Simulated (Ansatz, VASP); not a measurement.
## BaSi3: VASP beside Ansatz

The input INCAR:

```
SYSTEM = BaSi3
PREC = Accurate ; ENCUT = 520
EDIFF = 1E-6 ; ISMEAR = 0
SIGMA = 0.05 ; LREAL = .False.
LASPH = .True. ; NELM = 80
ALGO = Normal ; ISIF = 2
LWAVE = .False. ; LCHARG = .True.
GGA = PE ; LELF = .True.
LVHAR = .True. ; NBANDS = 19
```

KPOINTS

```
regular mesh
0
Gamma
  8 8 8
  0 0 0
```

Contents of POSCAR:

```
BaSi3
1.0
    4.4872196948      0.0000000000      0.0000000000
    0.0000000000      4.4872196948      0.0000000000
    0.0000000000      0.0000000000      4.5769640887
Ba Si
1 3
Direct
    0.0000000000      0.0000000000      0.0000000000
    0.0000000000      0.5000000000      0.5000000000
    0.5000000000      0.5000000000      0.0000000000
    0.5000000000      0.0000000000      0.5000000000
```

Input for Ansatz:

```yaml
crystal:
  lattice:
    - [4.4872196948, 0.0, 0.0]
    - [0.0, 4.4872196948, 0.0]
    - [0.0, 0.0, 4.5769640887]
  atoms:
    - { symbol: Ba, position: [0.0, 0.0, 0.0] }
    - { symbol: Si, position: [0.0, 0.5, 0.5] }
    - { symbol: Si, position: [0.5, 0.5, 0.0] }
    - { symbol: Si, position: [0.5, 0.0, 0.5] }
basis:
  ecutwfc: 420
  ecutrho_ratio: 4
kpoints:
  mp_grid: { grid: [8, 8, 8] }
hamiltonian:
  xc: pbe
scf:
  occupations: { method: gaussian, width: 0.05 }
output:
  forces: true
  stress: true
  eigenvalues: true
```

Change from the starting cell: strain e3 = +0.02, atoms carried along.

Alike in both runs: task single point; functional PBE; k mesh 8 × 8 × 8; occupations gaussian, width 0.05 eV; no spin polarisation.

|  | VASP | Ansatz |
| --- | --- | --- |
| version | VASP 6.6.1 | Ansatz 0.2.0 |
| potentials or method | VASP PAW PBE potentials, release 64 (Ba_sv, Si) | scalar-relativistic, plane waves, PAW |
| plane-wave cutoff (eV) | 520 | 420 |
| valence electrons in the cell | 22 | 22 |

VASP gave:

- gap on the k mesh at the Fermi level (eV): none
- pressure (GPa): -0.2
- largest component of the traceless stress (GPa): 1.07

Task: Which values does Ansatz return?

Result: gap on the k mesh at the Fermi level (eV): none; pressure (GPa): -1.0; largest component of the traceless stress (GPa): 1.07.

A gap of «none» marks a metal or a gap that the smearing closes.

The runs have no spin-orbit coupling, so splittings on Ba are missing.
